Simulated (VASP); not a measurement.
All values below come from PBE GGA + U (Dudarev), VASP's PBE PAW potentials (set 64) (plane waves; VASP).

A VASP calculation is set up with these files.

**INCAR**
```
ALGO = Normal
EDIFF = 1E-6
ENCUT = 400
GGA = PE
ISIF = 2
ISMEAR = 1
LASPH = .True.
LCHARG = .False.
LDAU = .True.
LDAUJ = 0 0
LDAUL = 2 2
LDAUPRINT = 1
LDAUTYPE = 2
LDAUU = 4.0 4.0
LMAXMIX = 4
LORBIT = 10
LREAL = .False.
LWAVE = .False.
NELM = 100
PREC = Accurate
SIGMA = 0.1
SYSTEM = CuZn
```

### POSCAR
```
CuZn
1
    2.9242930000     0.0000000000     0.0000000000
    0.0000000000     2.9565710000     0.0000000000
    0.0000000000     0.0000000000     2.9631800000
Zn Cu
1 1
Direct
  0.5000000000   0.5000000000   0.5000000000
  0.0231320000   0.0000000000   0.0000000000
```

**KPOINTS**
```
Regular mesh
0
G
 11 11 11
```

POTCAR, in this order: Zn Cu (PBE.64 set). Program: vasp_std.

Output of the run:

File OSZICAR:
```
       N       E                     dE             d eps       ncg     rms          rms(c)
DAV:   1     0.104898506927E+03    0.10490E+03   -0.10113E+04  6672   0.217E+03
DAV:   2    -0.481683489921E+00   -0.10538E+03   -0.10265E+03  6501   0.305E+02
DAV:   3    -0.371650604187E+01   -0.32348E+01   -0.32279E+01  8049   0.728E+01
DAV:   4    -0.373568573432E+01   -0.19180E-01   -0.19179E-01  7453   0.504E+00
DAV:   5    -0.373593510223E+01   -0.24937E-03   -0.24937E-03  8580   0.589E-01    0.683E+00
DAV:   6    -0.347145709342E+01    0.26448E+00   -0.62373E+00  6524   0.648E+01    0.334E+00
DAV:   7    -0.322784123994E+01    0.24362E+00   -0.12817E+00  6655   0.386E+01    0.218E+00
DAV:   8    -0.321961210298E+01    0.82291E-02   -0.34193E-02  7757   0.252E+00    0.885E-01
DAV:   9    -0.321607448443E+01    0.35376E-02   -0.67494E-03  7327   0.191E+00    0.429E-02
DAV:  10    -0.321608519303E+01   -0.10709E-04   -0.22856E-04  8768   0.169E-01    0.336E-02
DAV:  11    -0.321608436557E+01    0.82747E-06   -0.52277E-06  7845   0.427E-02
   1 F= -.32160844E+01 E0= -.32158736E+01  d E =-.632399E-03
```

File OUTCAR:
```
------------------------ aborting loop because EDIFF is reached ----------------------------------------
  FORCE on cell =-STRESS in cart. coord.  units (eV):
  Direction    XX          YY          ZZ          XY          YZ          ZX
  --------------------------------------------------------------------------------------
  Total       -0.1173221     -0.1165003     -0.1409657      0.0000000      0.0000000      0.0000000
  in kB       -7.3370814     -7.2856825     -8.8157003      0.0000000      0.0000000      0.0000000
  external PRESSURE =      -7.8128214 kB  Pullay stress =       0.0000000 kB
  volume of cell :       25.62
      direct lattice vectors                 reciprocal lattice vectors
     2.924293000  0.000000000  0.000000000     0.341962998  0.000000000  0.000000000
     0.000000000  2.956571000  0.000000000     0.000000000  0.338229659  0.000000000
     0.000000000  0.000000000  2.963180000     0.000000000  0.000000000  0.337475280
 POSITION                                       TOTAL-FORCE (eV/Angst)
 -----------------------------------------------------------------------------------
      1.46215      1.47829      1.48159         0.279274      0.000000      0.000000
      0.06764      0.00000      0.00000        -0.279274      0.000000      0.000000
 -----------------------------------------------------------------------------------
    total drift:                               -0.000290      0.000000     -0.000014
  FREE ENERGIE OF THE ION-ELECTRON SYSTEM (eV)
  ---------------------------------------------------
  free  energy   TOTEN  =        -3.2160843656 eV

  energy  without entropy=       -3.2154519661  energy(sigma->0) =       -3.21587357

 total charge

# of ion       s       p       d       tot
------------------------------------------
    1        0.577   0.497   9.802  10.876
    2        0.416   0.359   9.304  10.080
--------------------------------------------------
tot          0.993   0.857  19.106  20.956
```
(Selected blocks of OUTCAR.)

**OUTCAR**
```
 val. band max:        5.1185307824   @ k =   0.3636   0.2727   0.0909

 cond. band min:       5.1262264953   @ k =   0.3636   0.0909   0.3636


 Fermi energy:         5.1247609763

 k-point     1 :       0.0000    0.0000    0.0000
  band No.  band energies     occupation
      1      -4.7819      2.00000
      2      -4.0218      2.00000
      3      -4.0157      2.00000
      4      -3.3968      2.00000
      5      -3.3816      2.00000
      6      -3.3792      2.00000
      7       0.8385      2.00000
      8       0.8573      2.00000
      9       1.7336      2.00000
     10       1.7402      2.00000
     11       1.7420      2.00000
     12      11.5895      0.00000
     13      11.6670      0.00000
     14      12.0767      0.00000
     15      15.7171      0.00000

 k-point     2 :       0.0909    0.0000    0.0000
  band No.  band energies     occupation
      1      -4.6312      2.00000
      2      -4.0014      2.00000
      3      -3.9859      2.00000
      4      -3.3946      2.00000
      5      -3.3921      2.00000
      6      -3.3908      2.00000
      7       0.8527      2.00000
      8       0.8614      2.00000
      9       1.6945      2.00000
     10       1.6967      2.00000
     11       1.7293      2.00000
     12      10.6022      0.00000
     13      11.8033      0.00000
     14      11.8804      0.00000
     15      15.8038      0.00000

 k-point     3 :       0.1818    0.0000    0.0000
  band No.  band energies     occupation
      1      -4.2240      2.00000
      2      -3.9626      2.00000
      3      -3.8466      2.00000
      4      -3.4292      2.00000
      5      -3.4266      2.00000
      6      -3.3746      2.00000
      7       0.8407      2.00000
      8       0.9160      2.00000
      9       1.5765      2.00000
     10       1.5799      2.00000
     11       1.7179      2.00000
     12       8.2067      0.00000
     13      12.4244      0.00000
     14      12.5003      0.00000
     15      16.0629      0.00000
...
```

The compound is CuZn in the CsCl type structure. The cell was not relaxed at this level, atoms are displaced from their ideal sites. The run is one of a series of settings (LDAU = .TRUE., LDAUJ = 0 0, LDAUL = 2 2, LDAUTYPE = 2, LDAUU = 4.0 4.0 against the base run), some of them coarse on purpose. The electron count is odd and the run is not spin-polarised, which forces a metal.
